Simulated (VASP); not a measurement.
Output of a VASP run:

OUTCAR:
```
 ion  position               nearest neighbor table
   1  0.500  0.000  0.000-  34 1.53  47 1.57  55 1.57  63 1.57
   2  0.746  0.256  0.003-  56 1.54  35 1.55  34 1.60  45 1.62
   3  0.747  0.997  0.246-  34 1.54  40 1.56  36 1.56  50 1.56
   4  0.000  0.000  0.000-  37 1.57  40 1.57  45 1.57  64 1.57
   5  0.250  0.250  0.000-  37 1.57  55 1.57  61 1.57  38 1.61
   6  0.499  0.498  0.004-  38 1.51  39 1.58  56 1.59  62 1.59
   7  0.750  0.750  0.000-  40 1.57  57 1.57  63 1.57  39 1.61
   8  0.250  0.000  0.250-  41 1.57  37 1.57  47 1.57  58 1.57
   9  0.493  0.255  0.248-  38 1.52  10 1.60  41 1.63  34 1.64
  10  0.631  0.374  0.375-  13 1.53  11 1.56   9 1.60  22 1.64
  11  0.749  0.506  0.252-  42 1.53  39 1.54  35 1.55  10 1.56
  12  0.496  0.995  0.499-  41 1.53  60 1.54  50 1.56  43 1.66
  13  0.750  0.246  0.493-  10 1.53  36 1.56  43 1.59  44 1.63
  14  0.750  0.000  0.750-  43 1.53  45 1.57  54 1.57  63 1.57
  15  0.000  0.500  0.000-  46 1.57  57 1.57  61 1.57  35 1.58
  16  0.250  0.750  0.000-  46 1.57  47 1.57  62 1.57  64 1.57
  17  0.000  0.250  0.250-  36 1.56  37 1.57  48 1.57  35 1.61
  18  0.243  0.506  0.256-  46 1.54  48 1.54  49 1.56  38 1.63
  19  0.504  0.748  0.253-  49 1.52  39 1.52  50 1.55  47 1.61
  20  0.000  0.000  0.500-  51 1.57  54 1.57  58 1.57  36 1.59
  21  0.250  0.245  0.501-  41 1.53  51 1.54  52 1.58  48 1.59
  22  0.494  0.501  0.503-  53 1.52  49 1.57  52 1.57  10 1.64
  23  0.752  0.745  0.504-  42 1.54  53 1.55  54 1.56  50 1.61
  24  0.250  0.000  0.750-  51 1.57  55 1.57  60 1.57  64 1.57
  25  0.502  0.246  0.754-  43 1.55  55 1.55  56 1.56  52 1.61
  26  0.756  0.504  0.748-  57 1.54  44 1.56  53 1.62  56 1.62
  27  0.000  0.750  0.250-  40 1.57  46 1.57  58 1.57  42 1.57
  28  0.000  0.500  0.500-  48 1.57  59 1.57  44 1.59  42 1.60
  29  0.250  0.750  0.500-  58 1.57  59 1.57  60 1.57  49 1.60
  30  0.000  0.250  0.750-  44 1.53  45 1.57  51 1.57  61 1.57
  31  0.250  0.500  0.750-  52 1.55  59 1.57  61 1.57  62 1.57
  32  0.500  0.750  0.750-  53 1.57  60 1.57  62 1.57  63 1.57
  33  0.000  0.750  0.750-  54 1.57  57 1.57  59 1.57  64 1.57
  34  0.623  0.119  0.123-   1 1.53   3 1.54   2 1.60   9 1.64
  35  0.869  0.379  0.126-   2 1.55  11 1.55  15 1.58  17 1.61
  36  0.873  0.122  0.368-  13 1.56   3 1.56  17 1.56  20 1.59
  37  0.125  0.125  0.125-   4 1.57   5 1.57   8 1.57  17 1.57
  38  0.378  0.381  0.126-   6 1.51   9 1.52   5 1.61  18 1.63
  39  0.622  0.626  0.131-  19 1.52  11 1.54   6 1.58   7 1.61
  40  0.875  0.875  0.125-   3 1.56   4 1.57   7 1.57  27 1.57
  41  0.372  0.120  0.382-  12 1.53  21 1.53   8 1.57   9 1.63
  42  0.871  0.627  0.374-  11 1.53  23 1.54  27 1.57  28 1.60
  43  0.629  0.127  0.632-  14 1.53  25 1.55  13 1.59  12 1.66
  44  0.878  0.372  0.629-  30 1.53  26 1.56  28 1.59  13 1.63
  45  0.875  0.125  0.875-   4 1.57  14 1.57  30 1.57   2 1.62
  46  0.125  0.625  0.125-  18 1.54  16 1.57  15 1.57  27 1.57
  47  0.375  0.875  0.125-   1 1.57   8 1.57  16 1.57  19 1.61
  48  0.125  0.375  0.375-  18 1.54  17 1.57  28 1.57  21 1.59
  49  0.380  0.628  0.370-  19 1.52  18 1.56  22 1.57  29 1.60
  50  0.625  0.875  0.375-  19 1.55   3 1.56  12 1.56  23 1.61
  51  0.125  0.125  0.625-  21 1.54  20 1.57  24 1.57  30 1.57
  52  0.371  0.374  0.627-  31 1.55  22 1.57  21 1.58  25 1.61
  53  0.619  0.624  0.620-  22 1.52  23 1.55  32 1.57  26 1.62
  54  0.875  0.875  0.625-  23 1.56  20 1.57  14 1.57  33 1.57
  55  0.375  0.125  0.875-  25 1.55   5 1.57  24 1.57   1 1.57
  56  0.625  0.375  0.875-   2 1.54  25 1.56   6 1.59  26 1.62
  57  0.875  0.625  0.875-  26 1.54  15 1.57   7 1.57  33 1.57
  58  0.125  0.875  0.375-   8 1.57  20 1.57  27 1.57  29 1.57
  59  0.125  0.625  0.625-  28 1.57  29 1.57  31 1.57  33 1.57
  60  0.375  0.875  0.625-  12 1.54  24 1.57  29 1.57  32 1.57
  61  0.125  0.375  0.875-   5 1.57  15 1.57  30 1.57  31 1.57
  62  0.375  0.625  0.875-  16 1.57  31 1.57  32 1.57   6 1.59
  63  0.625  0.875  0.875-   1 1.57   7 1.57  14 1.57  32 1.57
  64  0.125  0.875  0.875-   4 1.57  16 1.57  24 1.57  33 1.57
 Subroutine IBZKPT returns following result:
 Found      1 irreducible k-points:

 Following reciprocal coordinates:
            Coordinates               Weight
  0.000000  0.000000  0.000000      1.000000
   k-points           NKPTS =      1   k-points in BZ     NKDIM =      1   number of bands    NBANDS=    159
   number of dos      NEDOS =    301   number of ions     NIONS =     64
   total plane-waves  NPLWV =  46656
   dimension x,y,z NGX =    36 NGY =   36 NGZ =   36
   dimension x,y,z NGXF=    72 NGYF=   72 NGZF=   72
   ions per type =              33  31
   PREC   = normal    normal or accurate (medium, high low for compatibility)
   ISTART =      0    job   : 0-new  1-cont  2-samecut
   ICHARG =      2    charge: 1-file 2-atom 10-const
...
```

File OSZICAR:
```
...
RMM:   3    -0.555438327889E+03    0.28694E-04   -0.25575E-04   636   0.377E-02    0.202E-02
RMM:   4    -0.555438329746E+03   -0.18569E-05   -0.40927E-05   450   0.151E-02
  32 F= -.55543833E+03 E0= -.55543833E+03  d E =-.126047E-02  mag=     1.0000
       N       E                     dE             d eps       ncg     rms          rms(c)
DAV:   1    -0.555439044564E+03   -0.71667E-03   -0.24143E-01   712   0.136E+00    0.169E-01
RMM:   2    -0.555439413330E+03   -0.36877E-03   -0.43607E-03   636   0.178E-01    0.985E-02
RMM:   3    -0.555439312801E+03    0.10053E-03   -0.92478E-04   636   0.696E-02    0.383E-02
RMM:   4    -0.555439320567E+03   -0.77663E-05   -0.14339E-04   606   0.283E-02    0.208E-02
RMM:   5    -0.555439319291E+03    0.12756E-05   -0.38933E-05   440   0.137E-02
  33 F= -.55543932E+03 E0= -.55543932E+03  d E =-.225001E-02  mag=     1.0000
       N       E                     dE             d eps       ncg     rms          rms(c)
DAV:   1    -0.555440187468E+03   -0.86690E-03   -0.88190E-02   680   0.830E-01    0.101E-01
RMM:   2    -0.555440273433E+03   -0.85965E-04   -0.15928E-03   636   0.107E-01    0.568E-02
RMM:   3    -0.555440242409E+03    0.31024E-04   -0.39999E-04   636   0.442E-02    0.228E-02
RMM:   4    -0.555440245932E+03   -0.35225E-05   -0.58286E-05   499   0.180E-02
  34 F= -.55544025E+03 E0= -.55544025E+03  d E =-.926640E-03  mag=     1.0000
       N       E                     dE             d eps       ncg     rms          rms(c)
DAV:   1    -0.555440459852E+03   -0.21744E-03   -0.64972E-02   712   0.712E-01    0.895E-02
RMM:   2    -0.555440521926E+03   -0.62074E-04   -0.11874E-03   636   0.928E-02    0.510E-02
RMM:   3    -0.555440497830E+03    0.24096E-04   -0.30100E-04   636   0.383E-02    0.211E-02
RMM:   4    -0.555440500832E+03   -0.30020E-05   -0.44387E-05   454   0.158E-02
  35 F= -.55544050E+03 E0= -.55544050E+03  d E =-.118154E-02  mag=     1.0000
       N       E                     dE             d eps       ncg     rms          rms(c)
DAV:   1    -0.555440897160E+03   -0.39933E-03   -0.79215E-02   664   0.787E-01    0.919E-02
RMM:   2    -0.555440998161E+03   -0.10100E-03   -0.12919E-03   636   0.990E-02    0.534E-02
RMM:   3    -0.555440973621E+03    0.24540E-04   -0.25259E-04   637   0.372E-02    0.242E-02
RMM:   4    -0.555440976513E+03   -0.28917E-05   -0.53143E-05   481   0.157E-02
  36 F= -.55544098E+03 E0= -.55544098E+03  d E =-.475681E-03  mag=     1.0000
       N       E                     dE             d eps       ncg     rms          rms(c)
DAV:   1    -0.555441005148E+03   -0.31527E-04   -0.10210E-02   728   0.283E-01    0.346E-02
RMM:   2    -0.555441021108E+03   -0.15960E-04   -0.17661E-04   636   0.368E-02    0.213E-02
RMM:   3    -0.555441018234E+03    0.28739E-05   -0.31478E-05   428   0.134E-02    0.114E-02
RMM:   4    -0.555441018351E+03   -0.11719E-06   -0.73555E-06   387   0.571E-03
  37 F= -.55544102E+03 E0= -.55544102E+03  d E =-.517519E-03  mag=     1.0000
       N       E                     dE             d eps       ncg     rms          rms(c)
DAV:   1    -0.555441173148E+03   -0.15491E-03   -0.30031E-02   696   0.490E-01    0.475E-02
RMM:   2    -0.555441207879E+03   -0.34732E-04   -0.51608E-04   636   0.634E-02    0.266E-02
RMM:   3    -0.555441202391E+03    0.54883E-05   -0.87311E-05   581   0.233E-02    0.122E-02
RMM:   4    -0.555441203138E+03   -0.74730E-06   -0.15915E-05   399   0.913E-03
  38 F= -.55544120E+03 E0= -.55544120E+03  d E =-.184787E-03  mag=     1.0000
```

File OUTCAR:
```
------------------------ aborting loop because EDIFF is reached ----------------------------------------
  FORCE on cell =-STRESS in cart. coord.  units (eV):
  Direction    XX          YY          ZZ          XY          YZ          ZX
  --------------------------------------------------------------------------------------
  Total      -11.2969354    -15.3793471    -11.1663090      1.2382556     -1.1734875      4.7736984
  in kB      -47.5179428    -64.6896621    -46.9684928      5.2084353     -4.9360036     20.0794570
  external PRESSURE =     -53.0586992 kB  Pullay stress =       0.0000000 kB
  volume of cell :      380.90
      direct lattice vectors                 reciprocal lattice vectors
     7.248884826  0.000000000  0.000000000     0.137952254  0.000000000  0.000000000
     0.000000000  7.248884826  0.000000000     0.000000000  0.137952254  0.000000000
     0.000000000  0.000000000  7.248884826     0.000000000  0.000000000  0.137952254
  FREE ENERGIE OF THE ION-ELECTRON SYSTEM (eV)
  ---------------------------------------------------
  free  energy   TOTEN  =      -555.4412031382 eV

  energy  without entropy=     -555.4412031382  energy(sigma->0) =     -555.44120314

 total charge

# of ion       s       p       d       tot
------------------------------------------
    1        0.673   1.349   0.000   2.022
    2        0.671   1.351   0.000   2.022
    3        0.670   1.346   0.000   2.015
    4        0.673   1.358   0.000   2.031
    5        0.678   1.379   0.000   2.056
    6        0.668   1.339   0.000   2.007
    7        0.675   1.358   0.000   2.033
    8        0.675   1.361   0.000   2.037
    9        0.700   1.434   0.000   2.134
   10        0.809   1.322   0.000   2.132
   11        0.698   1.382   0.000   2.080
   12        0.667   1.335   0.000   2.002
   13        0.700   1.434   0.000   2.134
   14        0.675   1.361   0.000   2.036
   15        0.672   1.340   0.000   2.012
   16        0.672   1.353   0.000   2.025
   17        0.671   1.351   0.000   2.023
   18        0.670   1.344   0.000   2.014
   19        0.670   1.345   0.000   2.015
   20        0.673   1.348   0.000   2.022
   21        0.671   1.348   0.000   2.019
   22        0.712   1.339   0.000   2.050
   23        0.670   1.345   0.000   2.015
   24        0.672   1.355   0.000   2.027
   25        0.671   1.348   0.000   2.019
   26        0.670   1.344   0.000   2.014
   27        0.675   1.358   0.000   2.033
   28        0.668   1.339   0.000   2.007
   29        0.673   1.340   0.000   2.014
   30        0.678   1.379   0.000   2.056
   31        0.673   1.337   0.000   2.010
   32        0.673   1.341   0.000   2.014
   33        0.672   1.353   0.000   2.025
   34        1.228   2.676   0.000   3.903
   35        1.228   2.673   0.000   3.902
   36        1.228   2.675   0.000   3.903
   37        1.222   2.715   0.000   3.936
   38        1.224   2.732   0.000   3.956
   39        1.225   2.706   0.000   3.931
   40        1.222   2.713   0.000   3.934
   41        1.224   2.702   0.000   3.926
   42        1.225   2.706   0.000   3.930
   43        1.224   2.702   0.000   3.926
   44        1.224   2.732   0.000   3.956
   45        1.222   2.715   0.000   3.936
   46        1.222   2.715   0.000   3.937
   47        1.221   2.716   0.000   3.937
   48        1.221   2.717   0.000   3.938
...
```
(Selected blocks of OUTCAR.)

### POSCAR
```
B33N31
1
    7.2488848260     0.0000000000     0.0000000000
    0.0000000000     7.2488848260     0.0000000000
   -0.0000000000    -0.0000000000     7.2488848260
B N
33 31
Direct
  0.5000000000   0.0000000000   0.0000000000
  0.7460330000   0.2559820000   0.0030820000
  0.7465710000   0.9974420000   0.2456820000
  0.0000000000   0.0000000000   0.0000000000
  0.2500000000   0.2500000000   0.0000000000
  0.4986480000   0.4979940000   0.0043450000
  0.7500000000   0.7500000000   0.0000000000
  0.2500000000   0.0000000000   0.2500000000
  0.4932010000   0.2554560000   0.2479830000
  0.6309060000   0.3736240000   0.3745640000
  0.7492730000   0.5056490000   0.2519680000
  0.4961970000   0.9951840000   0.4993580000
  0.7503720000   0.2464720000   0.4934780000
  0.7500000000   0.0000000000   0.7500000000
  0.0000000000   0.5000000000   0.0000000000
  0.2500000000   0.7500000000   0.0000000000
  0.0000000000   0.2500000000   0.2500000000
  0.2434570000   0.5064320000   0.2561950000
  0.5042130000   0.7484360000   0.2529230000
  0.0000000000   0.0000000000   0.5000000000
  0.2495450000   0.2448800000   0.5005840000
  0.4942620000   0.5012110000   0.5031400000
  0.7523070000   0.7452940000   0.5036520000
  0.2500000000   0.0000000000   0.7500000000
  0.5018830000   0.2464450000   0.7538400000
  0.7564690000   0.5037640000   0.7477420000
  0.0000000000   0.7500000000   0.2500000000
  0.0000000000   0.5000000000   0.5000000000
  0.2500000000   0.7500000000   0.5000000000
  0.0000000000   0.2500000000   0.7500000000
  0.2500000000   0.5000000000   0.7500000000
  0.5000000000   0.7500000000   0.7500000000
  0.0000000000   0.7500000000   0.7500000000
  0.6226710000   0.1189140000   0.1234270000
  0.8687330000   0.3794440000   0.1262710000
  0.8729300000   0.1216420000   0.3682380000
  0.1250000000   0.1250000000   0.1250000000
  0.3778830000   0.3812710000   0.1264100000
  0.6222010000   0.6256170000   0.1314050000
  0.8750000000   0.8750000000   0.1250000000
  0.3723030000   0.1200050000   0.3815710000
  0.8714010000   0.6274390000   0.3740210000
  0.6294520000   0.1269080000   0.6318760000
  0.8776370000   0.3721840000   0.6287340000
  0.8750000000   0.1250000000   0.8750000000
  0.1250000000   0.6250000000   0.1250000000
  0.3750000000   0.8750000000   0.1250000000
  0.1250000000   0.3750000000   0.3750000000
  0.3802110000   0.6277880000   0.3705000000
  0.6250000000   0.8750000000   0.3750000000
  0.1250000000   0.1250000000   0.6250000000
  0.3705920000   0.3737590000   0.6271120000
  0.6187480000   0.6244160000   0.6196630000
  0.8750000000   0.8750000000   0.6250000000
  0.3750000000   0.1250000000   0.8750000000
  0.6250000000   0.3750000000   0.8750000000
  0.8750000000   0.6250000000   0.8750000000
  0.1250000000   0.8750000000   0.3750000000
  0.1250000000   0.6250000000   0.6250000000
  0.3750000000   0.8750000000   0.6250000000
  0.1250000000   0.3750000000   0.8750000000
  0.3750000000   0.6250000000   0.8750000000
  0.6250000000   0.8750000000   0.8750000000
  0.1250000000   0.8750000000   0.8750000000
```

Q: Write an INCAR and KPOINTS that could have produced this output.

A: One answer among several that fit: the input of the run itself, PBE GGA, plane waves, VASP's PBE PAW potentials (set 64).

**INCAR**
```
! general
SYSTEM =B33N31
PREC   =Normal
ENCUT  =400
LREAL  =Auto
LASPH  =.True.
ISYM   =0
NELECT =253.0

! electronic loop
EDIFF  =1E-5
NELM   =100
NELMIN =4
ALGO   =Fast

! smearing
ISMEAR =0
SIGMA  =0.05

! functional
GGA    =PE

! spin
ISPIN  =2
MAGMOM =64*0.0156
NUPDOWN=1

! ions
IBRION =2
NSW    =60
ISIF   =2
EDIFFG =-0.03

! output
LWAVE  =.True.
LCHARG =.False.
LORBIT =10
```

KPOINTS:
```
kpoints
0
Gamma
 1 1 1
0 0 0
```

POTCAR, in this order: B N (PBE.64 set). Program: vasp_gam.

At this cut-off the stress carries a Pulay error, which pulls relaxed volumes low. The cell is charged, with a uniform compensating background. The supercell is sampled at Γ alone, which is coarse: total energies, pressure and levels can be off, energies of defects by several tenths of an eV.

The cell is a supercell with a defect, built from BN (zinc blende): B_N, charge +1.
